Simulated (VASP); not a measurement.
Data:

```
CELL_PARAMETERS angstrom
      1.81474    -3.14322     0.00000
      1.81474     3.14322     0.00000
      0.00000     0.00000     5.86798
ATOMIC_POSITIONS crystal
  Zr 0.00000 0.00000 0.00000
  S  0.33333 0.66667 0.24752
  S  0.66667 0.33333 0.75248
```

These are PBEsol GGA, VASP's PBE PAW potentials (set 64) (plane waves; VASP) values and carry that method's errors. Run with 400 eV cut-off, Gaussian smearing of 0.050 eV, potentials Zr_sv S.

Without a dispersion term in the relaxation, distances and binding between the weakly bound layers, chains or molecules are unreliable, and so is what depends on them.

**Question.** Estimate the band gap (along the path) with the smallest direct gap where there is one.

**Answer.** 
- band gap (along the path): 0.76 eV
- smallest direct gap (along the path): 1.53 eV

The absolute energy has meaning only against runs of the same code, potentials and settings.

The compound is ZrS2 in the 1T layered structure. It was relaxed first.
